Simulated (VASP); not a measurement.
Runs of VASP 6.6.1 on WAu. The structure is cubic, space group F-43m (No. 216). Conventional cell: a = 5.818 Å, b = 5.818 Å, c = 5.818 Å, α = 90.00°, β = 90.00°, γ = 90.00°. W (site symmetry -43m) has 4 Au at 2.52 Å as nearest neighbours. Au (site symmetry -43m) is surrounded by 4 W at 2.52 Å. The cell was built by a generator and needn't be a form met in nature.

```tsv
task	level	U	cell	k mesh	cutoff (eV)	smearing	gap on the mesh (eV)	pressure (GPa)	relaxed volume (Å³/atom)
density of states	r2SCAN+U	Au d U = 2 eV, W d U = 2 eV	as given	8 × 8 × 8	520	tetrahedron	none	-2.1	-
density of states	r2SCAN	-	as given	8 × 8 × 8	520	tetrahedron	none	(b)	-
density of states	r2SCAN+U	Au d U = 6 eV, W d U = 6 eV	as given	8 × 8 × 8	520	tetrahedron	none	0.6	-
relaxation of cell and atoms	LAK	-	relaxed	8 × 8 × 8	600	methfessel-paxton 0.1 eV	none	0.0	(c)
density of states	r2SCAN+U	Au d U = 8 eV, W d U = 8 eV	as given	8 × 8 × 8	520	tetrahedron	none	0.9	-
relaxation of cell and atoms	PBEsol	-	relaxed	6 × 6 × 6	600	fermi-dirac 0.05 eV	none	0.0	23.75
relaxation of cell and atoms	PBE	-	relaxed	8 × 8 × 8	600	methfessel-paxton 0.2 eV	none	0.0	24.64
density of states	r2SCAN+U	Au d U = 3 eV, W d U = 3 eV	as given	8 × 8 × 8	520	tetrahedron	none	(a)	-
```

Alike in all rows: potentials or basis VASP PAW PBE potentials, release 64 (W_sv, Au); no spin polarisation.

Task: Fill in the values left out.

Result: (a) -1.4; (b) -3.0; (c) 25.25.

Caveats: the PAW data sets were made with another functional, which shifts forces and pressure a little (some runs); U without spin polarisation on a metal has little footing (some runs); the U is typed as a test and isn't derived for this compound (some runs).

A k mesh can miss the band edges, and the runs leave out spin-orbit coupling on Au, W.

A gap of «none» marks a metal or a gap under the smearing width.

Not every run made on this cell is shown here.
